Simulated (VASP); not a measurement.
Method: LDA (Ceperley-Alder, Perdew-Zunger), VASP's LDA PAW potentials (set 64) (plane waves; VASP).

The input files of a VASP run:

### INCAR
```
! general
SYSTEM  = BW2
PREC    = Accurate
ENCUT   = 400
LREAL   = F
LASPH   = T

! electronic loop
EDIFF   = 1E-6
NELM    = 100
ALGO    = Normal
LMAXMIX = 6

! smearing
ISMEAR  = 0
SIGMA   = 0.136

! ions
ISIF    = 2

! output
LWAVE   = F
LCHARG  = F
```

**POSCAR**
```
BW2
4.601640
 -0.6049115098   0.6049115098   0.5178458115
  0.6049115098  -0.6049115098   0.5178458115
  0.6049115098   0.6049115098  -0.5178458115
B W
2 4
Cart
  0.0061955037  -0.0137278618   0.2598529568
  0.0043825839  -0.0095267514   0.7829326359
  0.4221241891   0.2314790678   0.5095261007
  0.1964631602   0.4204401154   0.0021801309
 -0.2280159494   0.3823155675   0.5161239742
  0.8086729273   0.1988422771   0.0007679653
```

KPOINTS:
```
Automatic mesh
0
gamma
4 4 4
0 0 0
```

POTCAR, in this order: B W_sv (LDA.64 set). Program: vasp_std.

At this cut-off the stress carries a Pulay error, which pulls relaxed volumes low. Unless said otherwise, spin-orbit coupling is left out, though it shifts the bands of the heavy elements here.

**Question.** Estimate the energy per atom (σ→0), pressure, largest force, band gap (on the k-mesh).

**Answer.** 
energy per atom (σ→0): -12.058 eV/atom
band gap (on the k-mesh): none (metal, semimetal or under 0.01 eV)
pressure: -3.72 GPa
largest force: 4.037 eV/Å

OSZICAR:
```
...
DAV:   8    -0.723901832133E+02    0.61731E-01   -0.43165E-01  3417   0.690E+00    0.158E+00
DAV:   9    -0.723667018214E+02    0.23481E-01   -0.10163E-01  3440   0.326E+00    0.464E-01
DAV:  10    -0.723637816304E+02    0.29202E-02   -0.98802E-03  3259   0.819E-01    0.196E-01
DAV:  11    -0.723636312865E+02    0.15034E-03   -0.98540E-04  3344   0.331E-01    0.909E-02
DAV:  12    -0.723635961718E+02    0.35115E-04   -0.21190E-04  3390   0.150E-01    0.281E-02
DAV:  13    -0.723635926057E+02    0.35660E-05   -0.31793E-05  3127   0.489E-02    0.100E-02
DAV:  14    -0.723635926457E+02   -0.39972E-07   -0.43772E-06  2492   0.155E-02
   1 F= -.72363593E+02 E0= -.72350671E+02  d E =-.258423E-01
```

The structure comes from a computed database's BW2 entry; how it stands against other phases isn't given here. The cell was not relaxed at this level, atoms are displaced from their ideal sites. The k-mesh is coarse (spacing up to 0.43 per Å, 2π included), so the numbers may not be converged in it.
